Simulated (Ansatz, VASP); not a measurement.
# Cross-check of AlSi23O48 ([AlO4]0 centre in alpha-quartz) between VASP and Ansatz, part 2 of 3

One calculation is typed for both programs; each brings its own data sets. How far apart do they land? Of the first pair: The structure shown is the start of the Ansatz relaxation below; VASP solves that cell, so the two are compared at the walk's first step.

VASP 6.6.1 and Ansatz 0.2.0.

So far: Set-up; Ansatz: relaxation, r2SCAN.

## (3) VASP: single point, r2SCAN, start cell, pair 1

Level of this step: r2SCAN, spin-polarised from a ferromagnetic start; plane waves and PAW (Si, O, Al) (VASP).

The same cell, functional, mesh and smearing now go to VASP, with its own data sets.

Lines of VASP's logs that name or quote its potential files are left out, and so is its time.

Contents of INCAR:

```
SYSTEM = AlSi23O48
PREC = Accurate
ENCUT = 580
EDIFF = 1E-06
NELM = 200
ISMEAR = -1
SIGMA = 0.01
LREAL = Auto
ALGO = Normal
METAGGA = R2SCAN
LASPH = .TRUE.
NBANDS = 248
ISPIN = 2
MAGMOM = -0 -0 -0 -0 -0 -0 0 0 -0 -0 -0 0 -0 -0 0 -0 -0 -0 -0 0 -0 -0 0 0.18 0.04 0 0 0 0.11 0 0 0.1 0.18 0.03 0 0.02 0.02 0 0 0.01 0.01 0 0 0 0 0 0 0 0 0 0.01 0 0 0 0.01 0.01 0.02 0.02 0.01 0 0 0 0 0 0 0 0 -0 0 0 0 -0
LORBIT = 11
LWAVE = .FALSE.
LCHARG = .FALSE.
ISIF = 2
ISYM = 0
NUPDOWN = 1
GGA_COMPAT = .FALSE.
LMIXTAU = .TRUE.
NCORE = 2
```

Contents of POSCAR:

```
AlSi23O48
1.0
    9.8440535378      0.0000000000      0.0000000000
   -4.9220267689      8.5252004399      0.0000000000
    0.0000000000      0.0000000000     10.8302855842
Si O Al
23 48 1
Direct
    0.2356039861      0.0006501900      0.3336094854
    0.9988813538      0.2342254606      0.1665937602
    0.2647463877      0.2643692680      0.0001234501
    0.2336033899      0.9997593018      0.8327574495
    0.9996230779      0.2337698702      0.6673954203
    0.2353948039      0.4998063131      0.3333181726
    0.9997137812      0.7351576123      0.1661581300
    0.2656706073      0.7660067404      0.0008326650
    0.2345793099      0.4994374068      0.8325965119
    0.0003040498      0.7349834229      0.6658306417
    0.2646044865      0.7644258978      0.5001224536
    0.7348940867      0.0011521137      0.3334092136
    0.4990022599      0.2345249257      0.1666819389
    0.7661073670      0.2660735095      0.0007574131
    0.7341638707      0.9988769766      0.8331745206
    0.4988749814      0.2337819520      0.6668919249
    0.7654239697      0.2650978139      0.4991425164
    0.7346298754      0.5010214165      0.3336376471
    0.5003788163      0.7338866745      0.1671611506
    0.7655951729      0.7650342119      0.0007912072
    0.7334719326      0.4995415686      0.8337897399
    0.5011207299      0.7349678221      0.6669286737
    0.7664831964      0.7657367174      0.5004583635
    0.2065053517      0.1334382702      0.3921043418
    0.3646320428      0.0719312120      0.2250607319
    0.4290209101      0.2939611822      0.0589592024
    0.1338207195      0.2068711478      0.1071341093
    0.0715181935      0.3658283488      0.2738397780
    0.2923491983      0.4271456168      0.4414616736
    0.2073511878      0.1354960518      0.8918702951
    0.3664643241      0.0725750678      0.7261747568
    0.4269597101      0.2935425410      0.5591645717
    0.1250757323      0.2028985726      0.6164550277
    0.0715486827      0.3644614601      0.7747678429
    0.2925431307      0.4280442467      0.9406506339
    0.2056107319      0.6342883124      0.3926418160
    0.3646554351      0.5715665027      0.2250242601
    0.4289717984      0.7936696677      0.0588370450
    0.1335551684      0.7057066919      0.1073328114
    0.0715720781      0.8657103199      0.2736919518
    0.2927879749      0.9284460882      0.4409381417
    0.2068554477      0.6355796603      0.8924714796
    0.3650895092      0.5726569169      0.7250742318
    0.4283243064      0.7944658953      0.5586798199
    0.1352177166      0.7073493512      0.6070388402
    0.0726182272      0.8658587035      0.7735187530
    0.2927805945      0.9273691634      0.9402409494
    0.7063673211      0.1337097008      0.3929882520
    0.8661734922      0.0730069638      0.2262350315
    0.9281958172      0.2937845295      0.0598253846
    0.6343262279      0.2056094766      0.1073943056
    0.5718162964      0.3663042320      0.2744910074
    0.7927241276      0.4282694613      0.4414182768
    0.7061953377      0.1333783303      0.8920313250
    0.8652190580      0.0716019529      0.7248252079
    0.9268012576      0.2932869459      0.5590367819
    0.6347438052      0.2064119210      0.6085337223
    0.5727812843      0.3652819687      0.7737558659
    0.7937273874      0.4270838000      0.9411788748
    0.7061190840      0.6333943745      0.3919796913
    0.8663027505      0.5732960808      0.2256699494
    0.9290139548      0.7938884309      0.0588826578
    0.6352577305      0.7077757341      0.1078455403
    0.5731934529      0.8655877421      0.2744951624
    0.7928694598      0.9275133243      0.4401904237
    0.7077235076      0.6354098110      0.8922079593
    0.8653456099      0.5722745212      0.7265358738
    0.9282544634      0.7926282845      0.5591528453
    0.6350556534      0.7066698364      0.6069174214
    0.5727801821      0.8657382371      0.7735834789
    0.7930521357      0.9271338610      0.9417567912
    0.2744941347      0.2695856850      0.4927249571
```

Contents of KPOINTS:

```
Points of the shifted mesh
1
Reciprocal
 0.2500000000  0.2500000000  0.2500000000 1
```

PAW data sets: Si, O and Al (PBE family, release 64).

Started as:

```console
mpirun -np 8 vasp_std
```

Numbers of over 12 decimals in the logs are rounded to 6 here.

The program printed:

```text
[banner, memory and clock lines left out]
running    8 mpi-ranks, on    1 nodes
[...]
|                                                                             |
|               ----> ADVICE to this user running VASP <----                  |
|                                                                             |
|     You enforced a specific xc type in the INCAR file but a different       |
|     [... a line on the potential file left out ...]
|     I HOPE YOU KNOW WHAT YOU ARE DOING!                                     |
|                                                                             |

 LDA part: xc-table for (None), standard interpolation
 POSCAR, INCAR and KPOINTS ok, starting setup
[...]
entering main loop
       N       E                     dE             d eps       ncg     rms          rms(c)
DAV:   1     0.238689084260E+04    0.23869E+04   -0.21831E+05  1008   0.160E+03
DAV:   2    -0.683000132747E+03   -0.30699E+04   -0.29983E+04  1168   0.357E+02
DAV:   3    -0.895250344264E+03   -0.21225E+03   -0.21093E+03  1200   0.969E+01
DAV:   4    -0.898530351700E+03   -0.32800E+01   -0.32683E+01  1192   0.128E+01
[...]
DAV:  26    -0.709413153701E+03   -0.27110E-05   -0.89041E-06  1136   0.722E-03    0.598E-03
DAV:  27    -0.709413157900E+03   -0.41989E-05   -0.34816E-06   872   0.575E-03    0.354E-03
DAV:  28    -0.709413157857E+03    0.43001E-07   -0.91672E-07   720   0.308E-03
   1 F= -.70941316E+03 E0= -.70941311E+03  d E =-.884229E-04  mag=     1.0000
```

OUTCAR, selected parts (step 3):

```text
  Total       14.1582872     12.9758061      9.3073878     -2.1238906      2.2066925      2.6521189
  in kB       24.9576004     22.8731752     16.4066501     -3.7439000      3.8898596      4.6750375
  external PRESSURE =      21.4124752 kB  Pullay stress =       0.0000000 kB

 POSITION                                       TOTAL-FORCE (eV/Angst)
 -----------------------------------------------------------------------------------
      2.31610      0.00554      3.61309        -0.860741     -0.469697     -0.195008
      8.68018      1.99682      1.80426         0.494347      0.286828      0.337459
      1.30495      2.25380      0.00134         0.057203      0.570521     -0.008922
     -2.62124      8.52315      9.01900         0.315797      0.191295      0.045783
      8.68972      1.99294      7.22808        -3.684606      0.557360      0.861343
     -0.14282      4.26095      3.60993        -0.250964     -0.304300      0.678319
      6.22277      6.26737      1.79954         0.411613     -0.069485      0.314192
     -1.15503      6.53036      0.00902         0.127866     -0.062106     -0.190813
     -0.14903      4.25780      9.01726        -0.333738      0.686651      0.395002
     -3.61461      6.26588      7.21114         0.211658     -0.507392      0.533022
     -1.15774      6.51688      5.41647         0.354049      0.613521     -0.305334
      7.22867      0.00982      3.61092         0.195258     -0.426252     -0.098372
      3.75787      1.99937      1.80521         0.627208      0.116211      0.081807
      6.23198      2.26833      0.00820         0.101011     -0.529081     -0.380451
[...]
-----------------------------------------------------------------------------------
    total drift:                               -0.008015     -0.003496     -0.009507

  FREE ENERGIE OF THE ION-ELECTRON SYSTEM (eV)
  ---------------------------------------------------
  free  energy   TOTEN  =      -709.4131578568 eV

  energy  without entropy=     -709.4130694339  energy(sigma->0) =     -709.41311365

 magnetization (x)
# of ion       s       p       d       tot
------------------------------------------
    1       -0.001  -0.002   0.000  -0.004
    2       -0.000  -0.000   0.000  -0.000
    3       -0.000  -0.000   0.000  -0.000
    4       -0.000  -0.000   0.000  -0.000
    5       -0.002  -0.006   0.000  -0.008
    6       -0.001  -0.002   0.000  -0.003
    7       -0.000   0.000   0.000   0.000
    8       -0.000   0.000   0.000  -0.000
    9       -0.000  -0.001   0.000  -0.001
   10       -0.000   0.000   0.000  -0.000
   11       -0.000  -0.000   0.000  -0.001
   12       -0.000  -0.000   0.000  -0.000
   13       -0.000  -0.000   0.000  -0.001
[...]
--------------------------------------------------
tot          0.007   0.851   0.000   0.858

[... 3 further parts left out ...]
[key lines of the parts left out:]
E-fermi :   0.7652
```

The run ends at a pressure of 2.14 GPa, with forces up to 6.2 eV/Å.

## (4) Differences

Known differences besides the potentials themselves: VASP starts from the moments at which Ansatz ended; VASP keeps PBE cores, Ansatz makes them for the functional; the cutoff is 500 eV in Ansatz and 580 eV in VASP (PREC = Accurate, projectors in real space). Total energies have different zeros and are not compared.

Forces on 7 of the 72 atoms, those with the largest forces and the largest differences (eV/Å; atoms numbered as in POSCAR):

```csv
atom,"Ansatz x, y, z","VASP x, y, z"
Si1,"-0.847, -0.460, -0.187","-0.861, -0.470, -0.195"
Si5,"-3.682, 0.559, 0.868","-3.685, 0.557, 0.861"
O24,"0.109, -3.242, -3.164","0.104, -3.307, -3.234"
O29,"-2.428, 4.769, -2.398","-2.477, 4.874, -2.435"
O32,"5.191, 0.333, 3.066","5.304, 0.346, 3.118"
O33,"4.444, -0.316, -2.138","4.512, -0.298, -2.196"
Al72,"-3.018, -1.800, 3.054","-3.120, -1.852, 3.168"
```

The forces differ by 20 meV/Å r.m.s., which is 2.2 % of the r.m.s. force of 0.899 eV/Å (both taken over all components). Moments aren't recorded for both runs of this pair, so they may hold unlike magnetic states.

## (5) Ansatz: relaxation, r2SCAN

This run makes the geometry at which the two programs are then compared.

The structure compared here is the end of the Ansatz relaxation.

Contents of input.yaml:

```yaml
relax:
  f_tol: 0.02
  max_steps: 80
  random_displacement: { amplitude: 0.01, seed: 289 }
crystal:
  lattice:
    - [9.84405354, 0.0, 0.0]
    - [-4.92202677, 8.52520044, 0.0]
    - [0.0, 0.0, 10.83028558]
  atoms:
    - { symbol: Si, position: [0.234489878, 0.0, 0.333333333] }
    - { symbol: Si, position: [0.0, 0.234489878, 0.166666667] }
    - { symbol: Si, position: [0.265510122, 0.265510122, 0.0] }
    - { symbol: O, position: [0.206642363, 0.134490593, 0.392307368] }
    - { symbol: O, position: [0.365509407, 0.072151771, 0.225640701] }
    - { symbol: O, position: [0.427848229, 0.293357637, 0.058974035] }
    - { symbol: O, position: [0.134490593, 0.206642363, 0.107692632] }
    - { symbol: O, position: [0.072151771, 0.365509407, 0.274359299] }
    - { symbol: O, position: [0.293357637, 0.427848229, 0.441025965] }
    - { symbol: Si, position: [0.234489878, 0.0, 0.833333333] }
    - { symbol: Si, position: [0.0, 0.234489878, 0.666666667] }
    - { symbol: Al, position: [0.273645225, 0.269122941, 0.493361209] }
    - { symbol: O, position: [0.206642363, 0.134490593, 0.892307368] }
    - { symbol: O, position: [0.365509407, 0.072151771, 0.725640701] }
    - { symbol: O, position: [0.427848229, 0.293357637, 0.558974035] }
    - { symbol: O, position: [0.124732218, 0.202302289, 0.615661027] }
    - { symbol: O, position: [0.072151771, 0.365509407, 0.774359299] }
    - { symbol: O, position: [0.293357637, 0.427848229, 0.941025965] }
    - { symbol: Si, position: [0.234489878, 0.5, 0.333333333] }
    - { symbol: Si, position: [0.0, 0.734489878, 0.166666667] }
    - { symbol: Si, position: [0.265510122, 0.765510122, 0.0] }
    - { symbol: O, position: [0.206642363, 0.634490593, 0.392307368] }
    - { symbol: O, position: [0.365509407, 0.572151771, 0.225640701] }
    - { symbol: O, position: [0.427848229, 0.793357637, 0.058974035] }
    - { symbol: O, position: [0.134490593, 0.706642363, 0.107692632] }
    - { symbol: O, position: [0.072151771, 0.865509407, 0.274359299] }
    - { symbol: O, position: [0.293357637, 0.927848229, 0.441025965] }
    - { symbol: Si, position: [0.234489878, 0.5, 0.833333333] }
    - { symbol: Si, position: [0.0, 0.734489878, 0.666666667] }
    - { symbol: Si, position: [0.265510122, 0.765510122, 0.5] }
    - { symbol: O, position: [0.206642363, 0.634490593, 0.892307368] }
    - { symbol: O, position: [0.365509407, 0.572151771, 0.725640701] }
    - { symbol: O, position: [0.427848229, 0.793357637, 0.558974035] }
    - { symbol: O, position: [0.134490593, 0.706642363, 0.607692632] }
    - { symbol: O, position: [0.072151771, 0.865509407, 0.774359299] }
    - { symbol: O, position: [0.293357637, 0.927848229, 0.941025965] }
    - { symbol: Si, position: [0.734489878, 0.0, 0.333333333] }
    - { symbol: Si, position: [0.5, 0.234489878, 0.166666667] }
    - { symbol: Si, position: [0.765510122, 0.265510122, 0.0] }
    - { symbol: O, position: [0.706642363, 0.134490593, 0.392307368] }
    - { symbol: O, position: [0.865509407, 0.072151771, 0.225640701] }
    - { symbol: O, position: [0.927848229, 0.293357637, 0.058974035] }
    - { symbol: O, position: [0.634490593, 0.206642363, 0.107692632] }
    - { symbol: O, position: [0.572151771, 0.365509407, 0.274359299] }
    - { symbol: O, position: [0.793357637, 0.427848229, 0.441025965] }
    - { symbol: Si, position: [0.734489878, 0.0, 0.833333333] }
    - { symbol: Si, position: [0.5, 0.234489878, 0.666666667] }
    - { symbol: Si, position: [0.765510122, 0.265510122, 0.5] }
    - { symbol: O, position: [0.706642363, 0.134490593, 0.892307368] }
    - { symbol: O, position: [0.865509407, 0.072151771, 0.725640701] }
    - { symbol: O, position: [0.927848229, 0.293357637, 0.558974035] }
    - { symbol: O, position: [0.634490593, 0.206642363, 0.607692632] }
    - { symbol: O, position: [0.572151771, 0.365509407, 0.774359299] }
    - { symbol: O, position: [0.793357637, 0.427848229, 0.941025965] }
    - { symbol: Si, position: [0.734489878, 0.5, 0.333333333] }
    - { symbol: Si, position: [0.5, 0.734489878, 0.166666667] }
    - { symbol: Si, position: [0.765510122, 0.765510122, 0.0] }
    - { symbol: O, position: [0.706642363, 0.634490593, 0.392307368] }
    - { symbol: O, position: [0.865509407, 0.572151771, 0.225640701] }
    - { symbol: O, position: [0.927848229, 0.793357637, 0.058974035] }
    - { symbol: O, position: [0.634490593, 0.706642363, 0.107692632] }
    - { symbol: O, position: [0.572151771, 0.865509407, 0.274359299] }
    - { symbol: O, position: [0.793357637, 0.927848229, 0.441025965] }
    - { symbol: Si, position: [0.734489878, 0.5, 0.833333333] }
    - { symbol: Si, position: [0.5, 0.734489878, 0.666666667] }
    - { symbol: Si, position: [0.765510122, 0.765510122, 0.5] }
    - { symbol: O, position: [0.706642363, 0.634490593, 0.892307368] }
    - { symbol: O, position: [0.865509407, 0.572151771, 0.725640701] }
    - { symbol: O, position: [0.927848229, 0.793357637, 0.558974035] }
    - { symbol: O, position: [0.634490593, 0.706642363, 0.607692632] }
    - { symbol: O, position: [0.572151771, 0.865509407, 0.774359299] }
    - { symbol: O, position: [0.793357637, 0.927848229, 0.941025965] }
basis:
  ecutwfc: 500
  xc_grid: 2
hamiltonian:
  xc: r2scan
kpoints:
  mp_grid: { grid: [1, 1, 1], shift: [0.25, 0.25, 0.25] }
magnetization:
  spin_polarized: true
  initial_magnetization: 1
  spin_locking: { lock_magnetization: hard }
scf:
  occupations: { method: fermi_dirac, width: 0.01 }
  max_iter: 120
output:
  forces: true
checkpoint:
  write: "../relax.run"
  compress: false
  write_wavefunctions: true
  write_every: 100000
```

Started as:

```console
ansatz run input.yaml --threads 2 --pin off --max-ram 4710MiB --backend cpu --events-out ev --progress --plain --runs-dir out
```

The program printed:

```text
[...]
Crystal: 72 atoms, lattice volume = 908.905 Å³
Basis set: ecut = 500 eV, 23025 PW (Γ), exchange–correlation on 144×144×160 points (8 copies of the dense FFT grid, shifted against one another)
Bands: 264, of which v1, the nominal top of the filled ones, is band 192 counted from 1 (191 counted from 0)
Symmetry: 1 space group operations
k-points: 1
[...]
Starting moments: Σ|m| = 1 μB on 72 of 72 sites
[...]
- { symbol: Si, position: [0.264241, 0.765983, -0.00106794] }
[...]
- { symbol: Si, position: [0.763217, 0.763175, 6.818545885771272e-5] }
[...]
- { symbol: Si, position: [0.736998, 0.498897, 0.835359] }
    - { symbol: Si, position: [0.496509, 0.733349, 0.664502] }
    - { symbol: Si, position: [0.763370, 0.763426, 0.499946] }
[...]
- { symbol: O, position: [0.925510, 0.792414, 0.559890] }
    - { symbol: O, position: [0.631960, 0.706102, 0.607066] }
    - { symbol: O, position: [0.567179, 0.862558, 0.773963] }
    - { symbol: O, position: [0.790429, 0.924578, 0.939663] }
```

(Part 2 of 3 ends here.)

[Lines on the potential files, build, host, timing and source positions are cut from VASP's logs without a mark.]

[Logs are printed without paths, hosts, clocks, repeated set-up lines and the standing remarks that a program may print on its own settings, such as how far it seeks lower states.]

[Hosts, paths, dates, database ids (printed as entryN), source tags and the programs' standing remarks are cut or masked in the printed files.]
